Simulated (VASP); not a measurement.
# ZrC (Fm-3m) in VASP: settings compared, part 2 of 2

VASP 6.6.1. Earlier steps stand in the parts before.

## Step 3: Single point, RPBE

Contents of INCAR:

```
SYSTEM = ZrC
ALGO     = Normal         ! electronic algorithm
EDIFF    = 1E-6           ! SCF threshold, eV
ENCUT    = 520            ! plane-wave cutoff, eV
GGA      = RP             ! functional
ISIF     = 2              ! what is computed and relaxed
ISMEAR   = -1             ! smearing method
LASPH    = .True.         ! aspherical terms in the spheres
LCHARG   = .False.        ! write CHGCAR
LREAL    = .False.        ! projectors in reciprocal space
LWAVE    = .False.        ! write WAVECAR
NBANDS   = 15             ! bands
NELM     = 100            ! most SCF steps
PREC     = Accurate       ! precision mode
SIGMA    = 0.0324         ! smearing width, eV
```

Contents of KPOINTS:

```
k-points
0
Gamma
  7 7 7
  0 0 0
```

Contents of POSCAR:

```
ZrC
1.0
    0.0000000000      2.3631445000      2.3631445000
    2.3631445000      0.0000000000      2.3631445000
    2.3631445000      2.3631445000      0.0000000000
Zr C
1 1
Direct
    0.0000000000      0.0000000000      0.0000000000
    0.5000000000      0.5000000000      0.5000000000
```

Potentials or basis: VASP PAW PBE potentials, release 64 (Zr_sv, C).

Launch:

```console
cat potpaw_PBE.64/Zr_sv/POTCAR potpaw_PBE.64/C/POTCAR > POTCAR
mpirun -np 1 vasp_std > vasp.out
```

OUTCAR:

```text
SYSTEM = ZrC
   EDIFF = 1E-6
   ENCUT = 520
   GGA = RP
   ISIF = 2
   ISMEAR = -1
   LASPH = .True.
   LREAL = .False.
   NELM = 100
   PREC = Accurate

 ion  position               nearest neighbor table
   1  0.000  0.000  0.000-   2 2.36   2 2.36   2 2.36   2 2.36   2 2.36   2 2.36
   2  0.500  0.500  0.500-   1 2.36   1 2.36   1 2.36   1 2.36   1 2.36   1 2.36

  LATTYP: Found a face centered cubic cell.
 ALAT       =     4.7262890000

  Lattice vectors:

 A1 = (   0.0000000000,   2.3631445000,   2.3631445000)
 A2 = (   2.3631445000,   0.0000000000,   2.3631445000)
 A3 = (   2.3631445000,   2.3631445000,   0.0000000000)

Analysis of symmetry for initial positions (statically):
=====================================================================
 Subroutine PRICEL returns:
 Original cell was already a primitive cell.

 Routine SETGRP: Setting up the symmetry group for a
 face centered cubic supercell.

 Subroutine GETGRP returns: Found 48 space group operations
 (whereof 48 operations were pure point group operations)
 out of a pool of 48 trial point group operations.

[... 171 lines left out ...]
      5      -1.7755      2.00000
      6      10.4551      0.00000
      7      10.4551      0.00000
      8      10.4551      0.00000
      9      10.6241      0.00000
     10      10.6241      0.00000
     11      10.6241      0.00000
     12      12.2772      0.00000
     13      12.2772      0.00000
     14      16.6401      0.00000
[... 329 lines left out ...]
      2     -16.9131      2.00000
      3     -16.8850      2.00000
      4     -16.6403      2.00000
      5       0.1054      2.00000
      6       6.4636      2.00000
      7       7.1849      2.00000
      8       7.4633      2.00000
      9      12.1442      0.00000
     10      13.3515      0.00000
     11      14.9995      0.00000
     12      16.5357      0.00000
     13      16.8235      0.00000
     14      22.2369      0.00000
     15      22.5016      0.00000

------------------------ aborting loop because EDIFF is reached ----------------------------------------

  FORCE on cell =-STRESS in cart. coord.  units (eV):
  Direction    XX          YY          ZZ          XY          YZ          ZX
  --------------------------------------------------------------------------------------
  -------------------------------------------------------------------------------------
  Total        0.1610046      0.1610046      0.1610046      0.0000000      0.0000000      0.0000000
  in kB        9.7734545      9.7734545      9.7734545      0.0000000      0.0000000      0.0000000
  external PRESSURE =       9.7734545 kB  Pullay stress =       0.0000000 kB

 VOLUME and BASIS-vectors are now :
 -----------------------------------------------------------------------------
  energy-cutoff  :      520.00
  volume of cell :       26.39
      direct lattice vectors                 reciprocal lattice vectors
     0.000000000  2.363144500  2.363144500    -0.211582491  0.211582491  0.211582491
     2.363144500  0.000000000  2.363144500     0.211582491 -0.211582491  0.211582491
     2.363144500  2.363144500  0.000000000     0.211582491  0.211582491 -0.211582491

 POSITION                                       TOTAL-FORCE (eV/Angst)
 -----------------------------------------------------------------------------------
      0.00000      0.00000      0.00000        -0.000000     -0.000000     -0.000000
      2.36314      2.36314      2.36314         0.000000      0.000000      0.000000
 -----------------------------------------------------------------------------------
    total drift:                                0.000000      0.000000      0.000000

  FREE ENERGIE OF THE ION-ELECTRON SYSTEM (eV)
  ---------------------------------------------------
  free  energy   TOTEN  =       -18.5517985938 eV

  energy  without entropy=      -18.5496770909  energy(sigma->0) =      -18.55073784
```

OSZICAR:

```text
N       E                     dE             d eps       ncg     rms          rms(c)
DAV:   1     0.107978931065E+03    0.10798E+03   -0.83874E+03   600   0.106E+03
DAV:   2    -0.171657796126E+02   -0.12514E+03   -0.11654E+03   768   0.291E+02
DAV:   3    -0.218152912376E+02   -0.46495E+01   -0.46076E+01   764   0.493E+01
DAV:   4    -0.219486178554E+02   -0.13333E+00   -0.13323E+00   876   0.760E+00
DAV:   5    -0.219499286837E+02   -0.13108E-02   -0.13108E-02   728   0.669E-01    0.195E+01
DAV:   6    -0.186600490598E+02    0.32899E+01   -0.62623E+00   677   0.224E+01    0.661E+00
DAV:   7    -0.185625542970E+02    0.97495E-01   -0.55181E-01   692   0.578E+00    0.576E+00
DAV:   8    -0.185816051968E+02   -0.19051E-01   -0.29420E-01   719   0.460E+00    0.484E+00
DAV:   9    -0.185521544419E+02    0.29451E-01   -0.56379E-02   642   0.190E+00    0.668E-01
DAV:  10    -0.185518454710E+02    0.30897E-03   -0.46239E-03   803   0.565E-01    0.147E-01
DAV:  11    -0.185518030861E+02    0.42385E-04   -0.23308E-04   642   0.134E-01    0.503E-02
DAV:  12    -0.185517991492E+02    0.39369E-05   -0.48812E-06   754   0.192E-02    0.768E-03
DAV:  13    -0.185517985938E+02    0.55541E-06   -0.46564E-07   468   0.669E-03
   1 F= -.18551799E+02 E0= -.18550738E+02  d E =-.212150E-02
```

Wall time 7.4 s (1 thread of Intel Xeon Platinum 8488C (Sapphire Rapids), shared host); peak memory 0.15 GiB.

Results:

```
Free energy            : -18.5518 eV
Pressure               : 1.0 GPa
Band gap on the k mesh : none (metal or under the smearing width)
```

Levels at points of the mesh, in eV from the Fermi level:
```
           k point  band 5  band 6  band 7  band 8  band 9  band 10  band 11  band 12
(0.00, 0.00, 0.00)  -11.24    0.99    0.99    0.99    1.16     1.16     1.16     2.81
```

Caveat: the PAW data sets were made with another functional, which shifts forces and pressure a little.

## Step 4: Single point, PBE

Contents of INCAR:

```
  PREC = Accurate
  ENCUT = 520
  EDIFF = 1E-7
  ISMEAR = -1
  SIGMA = 0.0324
  LREAL = F
  LASPH = T
  NELM = 80
  ALGO = Fast
  ISIF = 2
  LWAVE = F
  LCHARG = F
  GGA = PE
  NBANDS = 15
```

Contents of KPOINTS:

```
Automatic mesh
0
Gamma
  7 7 7
```

POSCAR is that of step 3.

Potentials or basis: VASP PAW PBE potentials, release 64 (Zr_sv, C).

Launch:

```console
cat potpaw_PBE.64/Zr_sv/POTCAR potpaw_PBE.64/C/POTCAR > POTCAR
mpirun -np 1 vasp_std > vasp.out
```

OUTCAR:

```text
PREC = Accurate
   ENCUT = 520
   EDIFF = 1E-7
   ISMEAR = -1
   LREAL = F
   LASPH = T
   NELM = 80
   ISIF = 2
   GGA = PE

 ion  position               nearest neighbor table
   1  0.000  0.000  0.000-   2 2.36   2 2.36   2 2.36   2 2.36   2 2.36   2 2.36
   2  0.500  0.500  0.500-   1 2.36   1 2.36   1 2.36   1 2.36   1 2.36   1 2.36

  LATTYP: Found a face centered cubic cell.
 ALAT       =     4.7262890000

  Lattice vectors:

 A1 = (   0.0000000000,   2.3631445000,   2.3631445000)
 A2 = (   2.3631445000,   0.0000000000,   2.3631445000)
 A3 = (   2.3631445000,   2.3631445000,   0.0000000000)

Analysis of symmetry for initial positions (statically):
=====================================================================
 Subroutine PRICEL returns:
 Original cell was already a primitive cell.

 Routine SETGRP: Setting up the symmetry group for a
 face centered cubic supercell.

 Subroutine GETGRP returns: Found 48 space group operations
 (whereof 48 operations were pure point group operations)
 out of a pool of 48 trial point group operations.

The static configuration has the point symmetry O_h .

[... 170 lines left out ...]
      5      -1.8213      2.00000
      6      10.3583      0.00000
      7      10.3583      0.00000
      8      10.3583      0.00000
      9      10.5123      0.00000
     10      10.5123      0.00000
     11      10.5123      0.00000
     12      12.1894      0.00000
     13      12.1894      0.00000
     14      16.5482      0.00000
[... 329 lines left out ...]
      2     -16.9762      2.00000
      3     -16.9476      2.00000
      4     -16.7016      2.00000
      5       0.0763      2.00000
      6       6.3674      2.00000
      7       7.0935      2.00000
      8       7.3714      2.00000
      9      12.0369      0.00000
     10      13.2435      0.00000
     11      14.8973      0.00000
     12      16.4608      0.00000
     13      16.7343      0.00000
     14      22.1321      0.00000
     15      22.5019      0.00000

------------------------ aborting loop because EDIFF is reached ----------------------------------------

  FORCE on cell =-STRESS in cart. coord.  units (eV):
  Direction    XX          YY          ZZ          XY          YZ          ZX
  --------------------------------------------------------------------------------------
  -------------------------------------------------------------------------------------
  Total       -0.3685217     -0.3685217     -0.3685217      0.0000000      0.0000000     -0.0000000
  in kB      -22.3703514    -22.3703514    -22.3703514      0.0000000      0.0000000     -0.0000000
  external PRESSURE =     -22.3703514 kB  Pullay stress =       0.0000000 kB

 VOLUME and BASIS-vectors are now :
 -----------------------------------------------------------------------------
  energy-cutoff  :      520.00
  volume of cell :       26.39
      direct lattice vectors                 reciprocal lattice vectors
     0.000000000  2.363144500  2.363144500    -0.211582491  0.211582491  0.211582491
     2.363144500  0.000000000  2.363144500     0.211582491 -0.211582491  0.211582491
     2.363144500  2.363144500  0.000000000     0.211582491  0.211582491 -0.211582491

 POSITION                                       TOTAL-FORCE (eV/Angst)
 -----------------------------------------------------------------------------------
      0.00000      0.00000      0.00000         0.000000      0.000000      0.000000
      2.36314      2.36314      2.36314        -0.000000     -0.000000     -0.000000
 -----------------------------------------------------------------------------------
    total drift:                                0.000000      0.000000      0.000000

  FREE ENERGIE OF THE ION-ELECTRON SYSTEM (eV)
  ---------------------------------------------------
  free  energy   TOTEN  =       -19.4554630932 eV

  energy  without entropy=      -19.4534219303  energy(sigma->0) =      -19.45444251
```

stdout:

```text
POSCAR found type information on POSCAR ZrC
 POSCAR found :  2 types and       2 ions
 scaLAPACK will be used
 LDA part: xc-table for (Slater+PW92), standard interpolation
 POSCAR, INCAR and KPOINTS ok, starting setup
 FFT: planning ... GRIDC
 FFT: planning ... GRID_SOFT
 FFT: planning ... GRID
 WAVECAR not read
 entering main loop
 num prob RMM:  19    -0.194554630859E+02   -0.10567E-06   -0.31513E-07   515   0.255E-03    0.156E-04
```

Run time: 12 s. Hardware: 1 thread of Intel Xeon Platinum 8488C (Sapphire Rapids), shared host; peak memory 0.15 GiB.

What came out:

```yaml
Free_energy: -19.4555 eV
Pressure: -2.2 GPa
Band_gap_on_the_k_mesh: none (metal or under the smearing width)
```
